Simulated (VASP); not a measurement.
Input of a VASP 6.6.1 run:

The input INCAR:

```
ALGO     = Normal         # electronic algorithm
EDIFF    = 1E-5           # SCF threshold, eV
ENCUT    = 350            # plane-wave cutoff, eV
GGA      = PS             # functional
ISIF     = 2              # what is computed and relaxed
ISMEAR   = 0              # smearing method
ISPIN    = 2              # spin polarisation
ISYM     = 0            
KPAR     = 2            
LASPH    = True           # aspherical terms in the spheres
LCHARG   = False          # write CHGCAR
LDAU     = True           # DFT+U
LDAUJ    = 0 0          
LDAUL    = 2 -1           # shell
LDAUPRINT= 1            
LDAUTYPE = 2            
LDAUU    = 6 0            # U, eV
LMAXMIX  = 4              # l up to which the mixer works
LORBIT   = 11             # projections on sites
LREAL    = Auto         
LWAVE    = False          # write WAVECAR
MAGMOM   = 1 0 0 0 0 0 0 0 0 0 0 0 0 0 0 0 0 0 0 0 0 0 0 0 # initial moments
NBANDS   = 188            # bands
NELM     = 120            # most SCF steps
NUPDOWN  = 1              # fixed moment
PREC     = Accurate       # precision mode
SIGMA    = 0.03           # smearing width, eV
```

The input KPOINTS:

```
k-points
0
Gamma
  2 2 2
```

Contents of POSCAR:

```
CoGe23                                  
1.0
    0.0000000000      8.4863100000      8.4863100000
    5.6575400000      0.0000000000      5.6575400000
    5.6575400000      5.6575400000      0.0000000000
  Co              Ge            
     1    23
Direct
     0.9990235553862232    0.0009226858316603    0.0016034125565128
     0.0017153389369843    0.9998479878433991    0.4992393680136005
     0.0004597498014773    0.5001670067592446    0.9996929343075123
     0.0006696680467720    0.4976834052977078    0.4987726363949330
     0.3308543349573667    0.9993492162816369    0.0011660662475107
     0.3308577321187281    0.0035140673688398    0.4997798211391151
     0.3302446234783196    0.4997090862467700    0.0005038260675200
     0.3315853559162709    0.5015075755139281    0.5009909077789209
     0.6678437042584391    0.0027227038543777    0.9987223177551858
     0.6664721023862217    0.0005198020268358    0.4973857786693586
     0.6654811312712485    0.4962187709598266    0.0026439774555756
     0.6670995699810736    0.5008830582574505    0.4983342377859847
     0.0793614141217402    0.1220974291176867    0.1211679418327250
     0.0808134191389560    0.1188276002776404    0.6402287174575131
     0.0801112090194753    0.6393130298090958    0.1197018802472019
     0.0812231207786594    0.6253430841887312    0.6253246949406734
     0.4171375143929767    0.1237881856688242    0.1237087645569087
     0.4165936230797492    0.1257059118762653    0.6255732722605579
     0.4155550300170334    0.6235769224037990    0.1253216336111093
     0.4172498742676433    0.6272248467046270    0.6241095711745056
     0.7600669806790709    0.1196128074978014    0.1209368712549408
     0.7512508462010679    0.1246547294582027    0.6230813446068838
     0.7499528745774795    0.6270994534332281    0.1219067722786949
     0.7506272271870292    0.6245786333224157    0.6267482516065631
```

Potentials or basis: VASP PAW PBE potentials, release 64 (Co, Ge_d).

Run with:

```sh
$ cat potpaw_PBE.64/Co/POTCAR potpaw_PBE.64/Ge_d/POTCAR > POTCAR
$ mpirun -np 4 vasp_std > vasp.out
```

Question: What does it give for the largest force?

Answer: 0.364 eV/Å.

Eigenvalues of the final occupation matrices:
```
    site  spin  trace               eigenvalues
site 1 d     1   4.71  0.94 0.94 0.94 0.94 0.95
site 1 d     2   2.58  0.20 0.23 0.29 0.93 0.93
```

Caveat: the k mesh is coarse (spacing up to 0.48 Å⁻¹), so the values aren't converged; the PAW data sets were made with another functional, which shifts forces and pressure a little; the total moment is fixed, so each spin has its own Fermi level; the U is typed as a test and isn't derived for this compound. The state reached can hang on the start; a lower one may exist.
